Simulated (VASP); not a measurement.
Output of a VASP run:

File OSZICAR:
```
       N       E                     dE             d eps       ncg     rms          rms(c)
DAV:   1     0.118270695681E+03    0.11827E+03   -0.13088E+04  2128   0.169E+03
DAV:   2    -0.712316756343E+02   -0.18950E+03   -0.18472E+03  2140   0.333E+02
DAV:   3    -0.808975316384E+02   -0.96659E+01   -0.93788E+01  2451   0.944E+01
DAV:   4    -0.811662410960E+02   -0.26871E+00   -0.26734E+00  2356   0.146E+01
DAV:   5    -0.811750498399E+02   -0.88087E-02   -0.88055E-02  2689   0.279E+00    0.128E+01
DAV:   6    -0.802691984251E+02    0.90585E+00   -0.37481E+01  2266   0.116E+02    0.176E+01
DAV:   7    -0.761385683356E+02    0.41306E+01   -0.11097E+01  2325   0.730E+01    0.415E+00
DAV:   8    -0.763477337758E+02   -0.20917E+00   -0.22359E+00  2937   0.179E+01    0.316E+00
DAV:   9    -0.763306154203E+02    0.17118E-01   -0.29579E-01  2584   0.938E+00    0.852E-01
DAV:  10    -0.763564841656E+02   -0.25869E-01   -0.36744E-02  2462   0.191E+00    0.413E-01
DAV:  11    -0.763562434615E+02    0.24070E-03   -0.30118E-03  3129   0.698E-01    0.159E-01
DAV:  12    -0.763573076576E+02   -0.10642E-02   -0.59873E-03  2478   0.105E+00    0.875E-02
DAV:  13    -0.763576660018E+02   -0.35834E-03   -0.59544E-04  2307   0.344E-01    0.443E-02
DAV:  14    -0.763576160238E+02    0.49978E-04   -0.40875E-05  2437   0.675E-02    0.141E-02
DAV:  15    -0.763576600558E+02   -0.44032E-04   -0.24783E-05  2577   0.783E-02    0.418E-03
DAV:  16    -0.763576392590E+02    0.20797E-04   -0.34342E-06  2316   0.268E-02    0.291E-03
DAV:  17    -0.763576517315E+02   -0.12473E-04   -0.55018E-07  2277   0.106E-02    0.117E-03
DAV:  18    -0.763576451077E+02    0.66238E-05   -0.12342E-07  1317   0.453E-03    0.268E-04
DAV:  19    -0.763576476216E+02   -0.25139E-05   -0.22050E-08  1154   0.220E-03    0.270E-04
DAV:  20    -0.763576469373E+02    0.68422E-06   -0.30566E-09  1136   0.956E-04    0.196E-04
DAV:  21    -0.763576468832E+02    0.54115E-07   -0.11502E-09  1121   0.381E-04
   1 F= -.76357647E+02 E0= -.76357647E+02  d E =0.000000E+00
       N       E                     dE             ncg
```

**OUTCAR**
```
------------------------ aborting loop because EDIFF is reached ----------------------------------------
  FORCE on cell =-STRESS in cart. coord.  units (eV):
  Direction    XX          YY          ZZ          XY          YZ          ZX
  --------------------------------------------------------------------------------------
  Total       -0.0501547     -0.0501547      0.0136290      0.0000000      0.0000000      0.0000000
  in kB       -1.1725289     -1.1725290      0.3186225      0.0000000      0.0000000      0.0000000
  external PRESSURE =      -0.6754785 kB  Pullay stress =       0.0000000 kB
  volume of cell :       68.53
      direct lattice vectors                 reciprocal lattice vectors
     1.965013303 -3.403503041  0.000000000     0.254451204 -0.146907464  0.000000000
     1.965013303  3.403503041  0.000000000     0.254451204  0.146907464  0.000000000
     0.000000000  0.000000000  5.123618031     0.000000000  0.000000000  0.195174581
 POSITION                                       TOTAL-FORCE (eV/Angst)
 -----------------------------------------------------------------------------------
      0.00000      0.00000      2.56181         0.000000      0.000000      0.000000
      0.00000      0.00000      0.00000         0.000000      0.000000      0.000000
      1.96501      1.13450      1.28090         0.000000     -0.000000      0.000000
      1.96501     -1.13450      3.84271        -0.000000      0.000000     -0.000000
 -----------------------------------------------------------------------------------
    total drift:                               -0.000000      0.000000      0.000000
  FREE ENERGIE OF THE ION-ELECTRON SYSTEM (eV)
  ---------------------------------------------------
  free  energy   TOTEN  =       -76.3576468832 eV

  energy  without entropy=      -76.3576468832  energy(sigma->0) =      -76.35764688

 total charge

# of ion       s       p       d       tot
------------------------------------------
    1        0.458   0.508   8.475   9.441
    2        0.458   0.508   8.475   9.441
    3        1.108   1.238   0.078   2.423
    4        1.108   1.238   0.078   2.423
--------------------------------------------------
tot          3.131   3.491  17.105  23.728

 Electric field gradients after diagonalization (V/A^2)
 (convention: |V_zz| > |V_xx| > |V_yy|)
----------------------------------------------------------------------
 ion       V_xx      V_yy      V_zz     asymmetry (V_yy - V_xx)/ V_zz
----------------------------------------------------------------------
   1      12.002    11.999   -24.001       0.000
   2      12.002    11.999   -24.001       0.000
   3     -42.499   -42.498    84.997       0.000
   4     -42.499   -42.498    84.997       0.000
```
(Selected blocks of OUTCAR.)

POSCAR:
```
NiSb
1
    1.9650133029    -3.4035030412     0.0000000000
    1.9650133029     3.4035030412     0.0000000000
   -0.0000000000    -0.0000000000     5.1236180311
Ni Sb
2 2
Direct
  0.0000000000   0.0000000000   0.5000000000
  0.0000000000   0.0000000000   0.0000000000
  0.3333330000   0.6666670000   0.2500000000
  0.6666670000   0.3333330000   0.7500000000
```

Reconstruct the remaining input files.

Several could match; the one computed here: the input of the run itself, r2SCAN meta-GGA, plane waves, VASP's PBE PAW potentials (set 64).

### INCAR
```
ALGO = Normal
EDIFF = 1E-7
ENCUT = 520
ISIF = 2
ISMEAR = -5
LASPH = .TRUE.
LCHARG = .FALSE.
LEFG = .TRUE.
LMAXMIX = 4
LMIXTAU = .TRUE.
LORBIT = 11
LREAL = .FALSE.
LWAVE = .FALSE.
METAGGA = R2SCAN
NEDOS = 601
NELM = 100
PREC = Accurate
SYSTEM = NiSb
```

KPOINTS:
```
Automatic mesh
0
Gamma
10 10 7
0 0 0
```

### KPOINTS_OPT
```
k-points along high-symmetry lines
6
Line-mode
Reciprocal
  0.000000   0.000000   0.000000 ! GAMMA
 -0.000000   0.500000   0.000000 ! M

 -0.000000   0.500000   0.000000 ! M
 -0.333333   0.666667   0.000000 ! K

 -0.333333   0.666667   0.000000 ! K
  0.000000   0.000000   0.000000 ! GAMMA

  0.000000   0.000000   0.000000 ! GAMMA
  0.000000   0.000000   0.500000 ! A

  0.000000   0.000000   0.500000 ! A
 -0.000000   0.500000   0.500000 ! L

 -0.000000   0.500000   0.500000 ! L
 -0.333333   0.666667   0.500000 ! H

 -0.333333   0.666667   0.500000 ! H
  0.000000   0.000000   0.500000 ! A

 -0.000000   0.500000   0.500000 ! L
 -0.000000   0.500000   0.000000 ! M

 -0.333333   0.666667   0.500000 ! H
 -0.333333   0.666667   0.000000 ! K
```

POTCAR, in this order: Ni Sb (PBE.64 set). Program: vasp_std.

For a metal the tetrahedron method with Blöchl corrections gives inexact stress and forces.

The compound is NiSb in the NiAs type structure. It was relaxed first. The run is not spin-polarised, so no magnetic state was tried.
